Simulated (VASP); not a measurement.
Input:

```yaml
crystal:
  lattice:
    - [4.34696, 0.00000, 0.00000]
    - [-2.17348, 3.76458, 0.00000]
    - [0.00000, 0.00000, 23.86776]
  atoms:
    - { symbol: Bi, position: [0.33333, 0.66667, 0.41505] }
    - { symbol: Bi, position: [0.00000, 0.00000, 0.58495] }
    - { symbol: Te, position: [0.00000, 0.00000, 0.34286] }
    - { symbol: Te, position: [0.66667, 0.33333, 0.50000] }
    - { symbol: Te, position: [0.33333, 0.66667, 0.65714] }
```

All values below come from PBEsol GGA, VASP's PBE PAW potentials (set 64) (plane waves; VASP 6.6.1). Settings: 400 eV cut-off, Gaussian smearing of 0.050 eV, potentials Bi_d Te.

The cell holds a wide vacuum, so values per volume refer to the whole cell. Unless said otherwise, spin-orbit coupling is left out, though it shifts the bands of the heavy elements here.

Q: Give the energies of bands 16 to 27 at the high-symmetry points, in eV from the valence-band maximum.

A: 
```csv
band,Γ,M,K
16,-1.76,-4.55,-4.17
17,-1.16,-3.22,-3.71
18,-1.16,-3.04,-3.71
19,-0.87,-2.69,-3.09
20,-0.87,-2.01,-2.34
21,-0.82,-1.82,-2.34
22,-0.49,-1.10,-1.19
23,-0.32,-0.67,-0.45
24,-0.32,-0.55,-0.45
25,0.95,1.48,1.92
26,1.57,2.24,2.59
27,1.57,2.26,2.59
```

The gap is indirect, 0.95 eV, from the valence maximum at K-Γ at 0.69 to the conduction minimum at Γ.

The cell is a sheet with vacuum, built from a generated structure.
